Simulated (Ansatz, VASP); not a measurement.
# Al2CoO4 in two plane-wave programs, part 2 of 2

Aim: how closely do two programs agree when they are given the same cell, functional and k mesh? The cell is taken from a series of runs on this material, whose earlier steps may have relaxed, scaled, displaced or heated it; both programs get it as it stands.

VASP 6.6.1 and Ansatz 0.2.0.

So far: Starting point; Ansatz: relaxation of cell and atoms, r2SCAN, DFT+U.

In doubt: warnings of the run leave room for a lower electronic state (step 2), so energies may not be the lowest and differences between runs may mislead.

## Step 3: VASP: relaxation of cell and atoms, r2SCAN, DFT+U

Level of this step: r2SCAN, DFT+U (Co d 1.6 eV), spin-polarised from a ferromagnetic start; plane waves and PAW (Al, Co, O) (VASP).

The same cell, functional, mesh and smearing now go to VASP, with its own data sets.

Lines of VASP's logs that name or quote its potential files are left out, and so is its time.

File INCAR:

```
SYSTEM = Al2CoO4
PREC = Accurate
ENCUT = 660
EDIFF = 1E-07
NELM = 200
ISMEAR = -1
SIGMA = 0.05
LREAL = .FALSE.
ALGO = Normal
METAGGA = R2SCAN
LASPH = .TRUE.
NBANDS = 64
ISPIN = 2
MAGMOM = 0 0 0 0 2.48 2.48 0.05 0.05 0.05 0.05 0.05 0.05 0.05 0.05
LDAU = .TRUE.
LDAUTYPE = 2
LDAUL = -1 2 -1
LDAUU = 0 1.6 0
LDAUJ = 0 0 0
LDAUPRINT = 1
LMAXMIX = 4
LORBIT = 11
LWAVE = .FALSE.
LCHARG = .FALSE.
ISIF = 3
IBRION = 2
NSW = 80
EDIFFG = -0.005
GGA_COMPAT = .FALSE.
NELMIN = 4
LMIXTAU = .TRUE.
KPAR = 4
```

File POSCAR:

```
Al2CoO4
1.0
    0.0000000000      4.0402040000      4.0402040000
    4.0402040000      0.0000000000      4.0402040000
    4.0402040000      4.0402040000      0.0000000000
Al Co O
4 2 8
Direct
    0.6250000000      0.1250000000      0.6250000000
    0.1250000000      0.6250000000      0.6250000000
    0.6250000000      0.6250000000      0.1250000000
    0.6250000000      0.6250000000      0.6250000000
    0.0000000000      0.0000000000      0.0000000000
    0.2500000000      0.2500000000      0.2500000000
    0.3894717940      0.8315843705      0.3894717940
    0.8605280822      0.8605280822      0.8605280822
    0.3894717940      0.3894717940      0.8315843705
    0.8315843705      0.3894717940      0.3894717940
    0.4184155058      0.8605280822      0.8605280822
    0.8605280822      0.8605280822      0.4184155058
    0.3894717940      0.3894717940      0.3894717940
    0.8605280822      0.4184155058      0.8605280822
```

File KPOINTS:

```
Automatic mesh
0
Gamma
6 6 6
0 0 0
```

The projector-augmented-wave data sets are Al, Co and O (PBE family, release 64).

Command:

```console
> mpirun -np 4 vasp_std
```

Numbers of over 12 decimals in the logs are rounded to 6 here.

The program printed:

```text
[banner, memory and clock lines left out]
running    4 mpi-ranks, on    1 nodes
 distrk:  each k-point on    1 cores,    4 groups
 distr:  one band on    1 cores,    1 groups

 POSCAR found type information on POSCAR AlCoO
 POSCAR found :  3 types and      14 ions
|                                                                             |
|               ----> ADVICE to this user running VASP <----                  |
|                                                                             |
|     You enforced a specific xc type in the INCAR file but a different       |
|     [... a line on the potential file left out ...]
|     I HOPE YOU KNOW WHAT YOU ARE DOING!                                     |
|                                                                             |

 LDA part: xc-table for (None), standard interpolation
 POSCAR, INCAR and KPOINTS ok, starting setup
 FFT: planning ... GRIDC
 FFT: planning ... GRID_SOFT
 FFT: planning ... GRID
 WAVECAR not read
 entering main loop
       N       E                     dE             d eps       ncg     rms          rms(c)
DAV:   1     0.844910857444E+03    0.84491E+03   -0.40394E+04  4096   0.156E+03
DAV:   2    -0.519975718833E+02   -0.89691E+03   -0.79776E+03  4272   0.411E+02
DAV:   3    -0.169178358787E+03   -0.11718E+03   -0.11286E+03  4608   0.159E+02
DAV:   4    -0.173408626627E+03   -0.42303E+01   -0.41564E+01  5192   0.312E+01
DAV:   5    -0.173519145331E+03   -0.11052E+00   -0.11041E+00  5648   0.499E+00    0.339E+01
DAV:   6    -0.144732788467E+03    0.28786E+02   -0.12873E+02  5920   0.836E+01    0.560E+01
DAV:   7    -0.134128591216E+03    0.10604E+02   -0.36734E+01  5448   0.842E+01    0.161E+01
DAV:   8    -0.137963516025E+03   -0.38349E+01   -0.63506E+00  5568   0.200E+01    0.867E+00
DAV:   9    -0.138917058649E+03   -0.95354E+00   -0.13659E+00  5496   0.768E+00    0.283E+00
DAV:  10    -0.138900176000E+03    0.16883E-01   -0.24982E-01  5776   0.457E+00    0.201E+00
DAV:  11    -0.138967320928E+03   -0.67145E-01   -0.40960E-02  5704   0.165E+00    0.880E-01
DAV:  12    -0.138969803258E+03   -0.24823E-02   -0.89162E-03  5176   0.709E-01    0.279E-01
DAV:  13    -0.138969750374E+03    0.52884E-04   -0.17406E-03  5504   0.572E-01    0.104E-01
DAV:  14    -0.138969740369E+03    0.10005E-04   -0.49623E-04  6112   0.240E-01    0.366E-02
DAV:  15    -0.138969768176E+03   -0.27807E-04   -0.16342E-04  4792   0.880E-02    0.185E-02
DAV:  16    -0.138969771019E+03   -0.28430E-05   -0.17252E-05  5360   0.258E-02    0.745E-03
DAV:  17    -0.138969769866E+03    0.11530E-05   -0.22853E-06  4976   0.132E-02    0.326E-03
DAV:  18    -0.138969770700E+03   -0.83440E-06   -0.40633E-07  4736   0.920E-03    0.116E-03
DAV:  19    -0.138969770720E+03   -0.19791E-07   -0.11206E-07  2840   0.220E-03
   1 F= -.13896977E+03 E0= -.13896977E+03  d E =-.138970E+03  mag=     6.0000
[...]
2 F= -.13896996E+03 E0= -.13896996E+03  d E =-.185631E-03  mag=     6.0000
[...]
3 F= -.13897091E+03 E0= -.13897091E+03  d E =-.114266E-02  mag=     6.0000
[...]
4 F= -.13897091E+03 E0= -.13897091E+03  d E =-.114219E-02  mag=     6.0000
[...]
5 F= -.13897096E+03 E0= -.13897096E+03  d E =-.483990E-04  mag=     6.0000
[...]
6 F= -.13897096E+03 E0= -.13897096E+03  d E =-.512675E-04  mag=     6.0000
 curvature:  -0.23 expect dE=-0.240E-05 dE for cont linesearch -0.232E-05
 ZBRENT: interpolating
 opt :   0.5553  next Energy=  -138.970967 (dE=-0.542E-04)
 bond charge predicted
       N       E                     dE             d eps       ncg     rms          rms(c)
DAV:   1    -0.138970966070E+03   -0.18882E-05   -0.87438E-04  4304   0.127E-01    0.106E-02
DAV:   2    -0.138970963539E+03    0.25311E-05   -0.23688E-05  5920   0.340E-02    0.788E-03
DAV:   3    -0.138970962366E+03    0.11727E-05   -0.10405E-06  5112   0.844E-03    0.558E-03
DAV:   4    -0.138970961612E+03    0.75434E-06   -0.13944E-07  2984   0.231E-03    0.304E-03
DAV:   5    -0.138970961013E+03    0.59934E-06   -0.77677E-08  2544   0.310E-03    0.109E-03
DAV:   6    -0.138970961025E+03   -0.12294E-07   -0.42915E-08  2264   0.197E-03
   7 F= -.13897096E+03 E0= -.13897096E+03  d E =-.481180E-04  mag=     6.0000
 curvature:  -0.28 expect dE=-0.451E-08 dE for cont linesearch -0.202E-08
 trial: gam= 0.00000 g(F)=  0.847E-08 g(S)=  0.743E-08 ort =-0.887E-06 (trialstep = 0.837E+00)
 search vector abs. value=  0.160E-07
 reached required accuracy - stopping structural energy minimisation
```

Parts of OUTCAR (step 3):

```text
ion  position               nearest neighbor table
   1  0.625  0.125  0.625-   9 1.91  10 1.91   8 1.91  13 1.91  12 1.91  11 1.91   4 2.86   3 2.86
                             2 2.86   3 2.86   4 2.86   2 2.86
   2  0.125  0.625  0.625-   9 1.91   7 1.91   8 1.91  13 1.91  12 1.91  14 1.91   4 2.86   3 2.86
                             1 2.86   1 2.86   3 2.86   4 2.86
   3  0.625  0.625  0.125-   7 1.91  10 1.91   8 1.91  13 1.91  11 1.91  14 1.91   4 2.86   1 2.86
                             2 2.86   4 2.86   1 2.86   2 2.86
   4  0.625  0.625  0.625-  11 1.91  12 1.91  14 1.91  10 1.91   7 1.91   9 1.91   1 2.86   2 2.86
                             3 2.86   3 2.86   1 2.86   2 2.86
   5  0.000  0.000  0.000-  11 1.95  12 1.95  14 1.95   8 1.95
   6  0.250  0.250  0.250-  13 1.95   9 1.95  10 1.95   7 1.95
   7  0.389  0.832  0.389-   3 1.91   2 1.91   4 1.91   6 1.95
   8  0.861  0.861  0.861-   1 1.91   2 1.91   3 1.91   5 1.95
   9  0.389  0.389  0.832-   1 1.91   2 1.91   4 1.91   6 1.95
  10  0.832  0.389  0.389-   3 1.91   1 1.91   4 1.91   6 1.95
  11  0.418  0.861  0.861-   4 1.91   3 1.91   1 1.91   5 1.95
  12  0.861  0.861  0.418-   4 1.91   2 1.91   1 1.91   5 1.95
  13  0.389  0.389  0.389-   1 1.91   2 1.91   3 1.91   6 1.95
  14  0.861  0.418  0.861-   4 1.91   3 1.91   2 1.91   5 1.95

  LATTYP: Found a face centered cubic cell.
 ALAT       =     8.0804080000

 Subroutine GETGRP returns: Found 48 space group operations
 (whereof 24 operations were pure point group operations)

The static configuration has the point symmetry T_d .
 The point group associated with its full space group is O_h .

 Found     16 irreducible k-points:

   k-points           NKPTS =     16   k-points in BZ     NKDIM =     16   number of bands    NBANDS=     64

   dimension x,y,z NGX =    48 NGY =   48 NGZ =   48
   dimension x,y,z NGXF=    96 NGYF=   96 NGZF=   96

   ENCUT  =  660.0 eV  48.51 Ry    6.96 a.u.  11.97 11.97 11.97*2*pi/ulx,y,z

   NELECT =      78.0000    total number of electrons

 k-points in reciprocal lattice and weights: Automatic mesh
   0.00000000  0.00000000  0.00000000       0.005
   0.16666667  0.00000000  0.00000000       0.037
   0.33333333  0.00000000  0.00000000       0.037
   0.50000000  0.00000000  0.00000000       0.019
   0.16666667  0.16666667  0.00000000       0.028
   0.33333333  0.16666667  0.00000000       0.111
   0.50000000  0.16666667  0.00000000       0.111
  -0.33333333  0.16666667  0.00000000       0.111
  -0.16666667  0.16666667  0.00000000       0.056
[...]
-0.33333333  0.33333333  0.16666667       0.111
  -0.33333333  0.50000000  0.16666667       0.056

atom =   5  type =  2  l = 2

 onsite density matrix

spin component  1

  0.9853 -0.0000  0.0000  0.0000 -0.0000
 -0.0000  0.9853 -0.0000  0.0000 -0.0000
  0.0000 -0.0000  0.9666 -0.0000 -0.0000
  0.0000  0.0000 -0.0000  0.9853  0.0000
 -0.0000 -0.0000 -0.0000  0.0000  0.9666

spin component  2

  0.1127  0.0000  0.0000 -0.0000  0.0000
  0.0000  0.1127 -0.0000 -0.0000  0.0000
  0.0000 -0.0000  0.9597 -0.0000  0.0000
 -0.0000 -0.0000 -0.0000  0.1127 -0.0000
  0.0000  0.0000  0.0000 -0.0000  0.9597

 occupancies and eigenvectors

  o =  0.1127  v =  0.0000  0.0000  0.0000  0.0000  0.0000  0.0000 -0.0043  0.0000  1.0000  0.0000      0.0000  0.0000  0.0000  0.0000  0.0000  0.0000  0.0000  0.0000  0.0000  0.0000
  o =  0.1127  v =  0.0000  0.0000  0.0000  0.0000  0.0000  1.0000  0.0000  0.0000  0.0000  0.0000      0.0000  0.0000  0.0000  0.0000  0.0000  0.0000  0.0000  0.0000  0.0000  0.0000
  o =  0.1127  v =  0.0000  0.0000  0.0000  0.0000  0.0000  0.0000  1.0000 -0.0000  0.0043 -0.0000      0.0000  0.0000  0.0000  0.0000  0.0000  0.0000  0.0000  0.0000  0.0000  0.0000
  o =  0.9597  v =  0.0000  0.0000  0.0000  0.0000  0.0000  0.0000 -0.0000 -0.9916  0.0000  0.1293      0.0000  0.0000  0.0000  0.0000  0.0000  0.0000  0.0000  0.0000  0.0000  0.0000
  o =  0.9597  v =  0.0000  0.0000  0.0000  0.0000  0.0000  0.0000  0.0000  0.1293 -0.0000  0.9916      0.0000  0.0000  0.0000  0.0000  0.0000  0.0000  0.0000  0.0000  0.0000  0.0000
  o =  0.9666  v =  0.0000 -0.0000 -0.0319 -0.0000  0.9995  0.0000  0.0000  0.0000  0.0000  0.0000      0.0000  0.0000  0.0000  0.0000  0.0000  0.0000  0.0000  0.0000  0.0000  0.0000
  o =  0.9666  v =  0.0000  0.0000  0.9995 -0.0000  0.0319  0.0000  0.0000  0.0000  0.0000  0.0000      0.0000  0.0000  0.0000  0.0000  0.0000  0.0000  0.0000  0.0000  0.0000  0.0000
  o =  0.9853  v =  0.0000 -0.9956  0.0000 -0.0934 -0.0000  0.0000  0.0000  0.0000  0.0000  0.0000      0.0000  0.0000  0.0000  0.0000  0.0000  0.0000  0.0000  0.0000  0.0000  0.0000
[...]
o =  0.9853  v =  0.0000 -0.8836  0.0000  0.4682  0.0000  0.0000  0.0000  0.0000  0.0000  0.0000      0.0000  0.0000  0.0000  0.0000  0.0000  0.0000  0.0000  0.0000  0.0000  0.0000

 average (electrostatic) potential at core
       1 -75.2967       2 -75.2967       3 -75.2967       4 -75.2967       5 -86.0743
       6 -86.0743       7 -71.7701       8 -71.7701       9 -71.7701      10 -71.7701
      11 -71.7701      12 -71.7701      13 -71.7701      14 -71.7701

 E-fermi :   7.5544

 spin component 1
 k-point     1 :       0.0000    0.0000    0.0000
  band No.  band energies     occupation
    ...
     38       5.3050      1.00000
     39       5.3050      1.00000
     40       5.7537      1.00000
     41       5.7537      1.00000
     42       5.7537      1.00000
     43      10.1859      0.00000
     44      14.0805      0.00000
     45      14.0805      0.00000
     46      14.0805      0.00000
     47      14.4913      0.00000
    ...

 k-point     2 :       0.1667    0.0000    0.0000
  band No.  band energies     occupation
    ...
     38       5.3049      1.00000
     39       5.3049      1.00000
     40       5.3283      1.00000
     41       5.7094      1.00000
     42       5.7094      1.00000
     43      10.6325      0.00000
     44      13.8117      0.00000
     45      14.2627      0.00000
     46      14.2627      0.00000
     47      14.5563      0.00000
    ...

 k-point     3 :       0.3333    0.0000    0.0000
  band No.  band energies     occupation
    ...
     38       4.8915      1.00000
     39       5.3152      1.00000
     40       5.3152      1.00000
     41       5.5784      1.00000
     42       5.5784      1.00000
     43      11.5949      0.00000
     44      13.3481      0.00000
     45      14.6600      0.00000
     46      14.7431      0.00000
     47      14.7431      0.00000
    ...

 k-point     4 :       0.5000    0.0000    0.0000
  band No.  band energies     occupation
    ...
     38       4.9386      1.00000
     39       5.3888      1.00000
     40       5.3888      1.00000
     41       5.4326      1.00000
     42       5.4327      1.00000
     43      12.4084      0.00000
     44      12.7959      0.00000
     45      14.7256      0.00000
     46      15.0538      0.00000
     47      15.0538      0.00000
    ...

 k-point     5 :       0.1667    0.1667    0.0000
  band No.  band energies     occupation
    ...
     38       5.3184      1.00000
     39       5.3184      1.00000
     40       5.4057      1.00000
     41       5.5951      1.00000
     42       5.5951      1.00000
     43      10.7753      0.00000
     44      13.9900      0.00000
     45      14.2254      0.00000
     46      14.2254      0.00000
     47      14.5514      0.00000
    ...

 k-point     6 :       0.3333    0.1667    0.0000
  band No.  band energies     occupation
    ...
     38       5.0171      1.00000
     39       5.2452      1.00000
     40       5.3400      1.00000
     41       5.4327      1.00000
     42       5.5494      1.00000
     43      11.5477      0.00000
     44      13.7195      0.00000
     45      14.3896      0.00000
     46      14.5973      0.00000
     47      15.0134      0.00000
    ...

  Total        0.0008476      0.0008476      0.0008476     -0.0000000      0.0000000     -0.0000000
  in kB        0.0102579      0.0102579      0.0102579     -0.0000000      0.0000000     -0.0000000
  external PRESSURE =       0.0102579 kB  Pullay stress =       0.0000000 kB

  energy-cutoff  :      660.00
  volume of cell :      132.39
      direct lattice vectors                 reciprocal lattice vectors
     0.000000000  4.045197751  4.045197751    -0.123603352  0.123603352  0.123603352
     4.045197751 -0.000000000  4.045197751     0.123603352 -0.123603352  0.123603352
     4.045197751  4.045197751  0.000000000     0.123603352  0.123603352 -0.123603352

 POSITION                                       TOTAL-FORCE (eV/Angst)
 -----------------------------------------------------------------------------------
      3.03390      5.05650      3.03390         0.000000     -0.000000      0.000000
      5.05650      3.03390      3.03390         0.000000     -0.000000      0.000000
      3.03390      3.03390      5.05650         0.000000     -0.000000      0.000000
      5.05650      5.05650      5.05650         0.000000     -0.000000      0.000000
      0.00000      0.00000      0.00000         0.000000      0.000000      0.000000
      2.02260      2.02260      2.02260         0.000000     -0.000000      0.000000
      4.93904      3.15135      4.93904         0.000086     -0.000086      0.000086
      6.96164      6.96164      6.96164         0.000086      0.000086      0.000086
      4.93904      4.93904      3.15135         0.000086      0.000086     -0.000086
      3.15135      4.93904      4.93904        -0.000086      0.000086      0.000086
      6.96164      5.17395      5.17395         0.000086     -0.000086     -0.000086
      5.17395      5.17395      6.96164        -0.000086     -0.000086      0.000086
      3.15135      3.15135      3.15135        -0.000086     -0.000086     -0.000086
      5.17395      6.96164      5.17395        -0.000086      0.000086     -0.000086
 -----------------------------------------------------------------------------------
    total drift:                                0.004773      0.004773      0.004773

  FREE ENERGIE OF THE ION-ELECTRON SYSTEM (eV)
  ---------------------------------------------------
  free  energy   TOTEN  =      -138.9709610251 eV

  energy  without entropy=     -138.9709610251  energy(sigma->0) =     -138.97096103

 reached required accuracy - stopping structural energy minimisation

 total charge
# of ion       s       p       d       tot
------------------------------------------
    1        0.304   0.400   0.000   0.704
    2        0.304   0.400   0.000   0.704
    3        0.304   0.400   0.000   0.704
    4        0.304   0.400   0.000   0.704
    5        0.352   0.454   7.122   7.928
    6        0.352   0.454   7.122   7.928
    7        1.548   3.637   0.000   5.185
    8        1.548   3.637   0.000   5.185
    9        1.548   3.637   0.000   5.185
   10        1.548   3.637   0.000   5.185
   11        1.548   3.637   0.000   5.185
   12        1.548   3.637   0.000   5.185
   13        1.548   3.637   0.000   5.185
   14        1.548   3.637   0.000   5.185
--------------------------------------------------
tot         14.306  31.602  14.244  60.153

 magnetization (x)
# of ion       s       p       d       tot
------------------------------------------
    1        0.001   0.002   0.000   0.003
    2        0.001   0.002   0.000   0.003
    3        0.001   0.002   0.000   0.003
    4        0.001   0.002   0.000   0.003
    5        0.023   0.059   2.632   2.713
    6        0.023   0.059   2.632   2.713
    7        0.004   0.042   0.000   0.046
    8        0.004   0.042   0.000   0.046
    9        0.004   0.042   0.000   0.046
   10        0.004   0.042   0.000   0.046
   11        0.004   0.042   0.000   0.046
   12        0.004   0.042   0.000   0.046
   13        0.004   0.042   0.000   0.046
   14        0.004   0.042   0.000   0.046
--------------------------------------------------
tot          0.083   0.459   5.263   5.805

[... 6 further parts left out ...]
```

CONTCAR:

```
Al2CoO4
   1.00000000000000
     0.0000000000000000    4.0451977513037942    4.0451977513037942
     4.0451977513037942   -0.0000000000000000    4.0451977513037942
     4.0451977513037942    4.0451977513037942    0.0000000000000000
  Al              Co              O
     4     2     8
Direct
     0.6250000000000000    0.1250000000000000    0.6250000000000000
     0.1250000000000000    0.6250000000000000    0.6250000000000000
     0.6250000000000000    0.6250000000000000    0.1250000000000000
     0.6250000000000000    0.6250000000000000    0.6250000000000000
     0.0000000000000000    0.0000000000000000    0.0000000000000000
     0.2500000000000000    0.2500000000000000    0.2500000000000000
     0.3895175400523899    0.8314471323428400    0.3895175400523899
     0.8604823361476104    0.8604823361476104    0.8604823361476104
     0.3895175400523899    0.3895175400523899    0.8314471323428400
     0.8314471323428400    0.3895175400523899    0.3895175400523899
     0.4185527439571624    0.8604823361476104    0.8604823361476104
     0.8604823361476104    0.8604823361476104    0.4185527439571624
     0.3895175400523899    0.3895175400523899    0.3895175400523899
     0.8604823361476104    0.4185527439571624    0.8604823361476104
```

The magnetic state follows from one typed start and may not be the lowest. The run keeps the 48 symmetry operations of its start, so it cannot find a distortion of lower symmetry.

## Step 4: Side by side

Known differences besides the potentials themselves: VASP starts from the moments at which Ansatz ended; U acts on the PAW sphere in VASP and on atomic orbitals in Ansatz, so only states and trends compare; VASP keeps PBE cores, Ansatz makes them for the functional; the data sets hold 94 valence electrons in Ansatz (on its default PAW (the set named soft_2) files) and 78 in VASP; the cutoff is 500 eV in Ansatz and 660 eV in VASP; site moments are counted in spheres of each program's own size. Total energies have different zeros and are not compared.

Compared:

```csv
quantity,Ansatz,VASP,difference
volume (Å³),133.04,132.39,+0.49 %
"edge a after relaxation, in the typed setting (Å)",5.730,5.721,+0.16 %
total moment (μB),6.00,6.00,0.00
moment on Co6 (μB),2.48,2.71,-0.23
moment on Co5 (μB),2.48,2.71,-0.23
```

## Step 5: Results

| Property | Result |
| --- | --- |
| difference in volume (relaxation of cell and atoms, r2SCAN, DFT+U) | 0.49 % |

What this shows: The difference in volume is 0.49 % (relaxation of cell and atoms, r2SCAN, DFT+U). The data sets hold unlike numbers of valence electrons (94 in Ansatz and 78 in VASP), so part of the differences comes from the potentials. How closely two codes agree says nothing of how well the functional describes the real material.

[Lines on the potential files, build, host, timing and source positions are cut from VASP's logs without a mark.]

[Logs are printed without paths, hosts, clocks, repeated set-up lines and the standing remarks that a program may print on its own settings, such as how far it seeks lower states.]

[Hosts, paths, dates, database ids (printed as entryN), source tags and the programs' standing remarks are cut or masked in the printed files.]
